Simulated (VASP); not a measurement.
The cell holds one Fe (bcc) (110) slab, with vacuum along c, ions free to move until forces fall under 0.03 eV/Å, no reconstruction beyond this cell, dipole correction on.

Here is the system:

```xyz
5
Lattice="2.4750 0.0000 0.0000 -0.8250 2.3334 0.0000 0.0000 0.0000 25.0406" Properties=species:S:1:pos:R:3 pbc="T T T"
Fe     0.8250     1.1667     8.5096
Fe     0.0000     0.0000    10.4977
Fe     0.8250     1.1667    12.5203
Fe     0.0000     0.0000    14.5429
Fe     0.8250     1.1667    16.5310
```
Starting moments (μB, in the order of the record's atoms Fe Fe Fe Fe Fe): 2.5 2.5 2.5 2.5 2.5.

All values below come from r2SCAN meta-GGA, VASP's PBE PAW potentials (set 64) (plane waves; VASP 6.6.1). Settings: 400 eV cut-off, 12×12×1 Γ-centred mesh, first-order Methfessel-Paxton smearing of 0.10 eV, potentials Fe.

Slab and bulk use different k-meshes, so the surface energy is good to a few per cent at best.

surface energy: 2.53 J/m²
work function: 4.92 eV
band gap (on the k-mesh): none (metal, semimetal or under 0.01 eV)
cell moment: 13.59 μB

Measured: work function 5.12 eV (computed value off by -0.20 eV), as given by Richard Tran et al., Surface Science (2019), arXiv:1902.07811.

The cell is a thin slab with vacuum, built from Fe (bcc): (110) face.
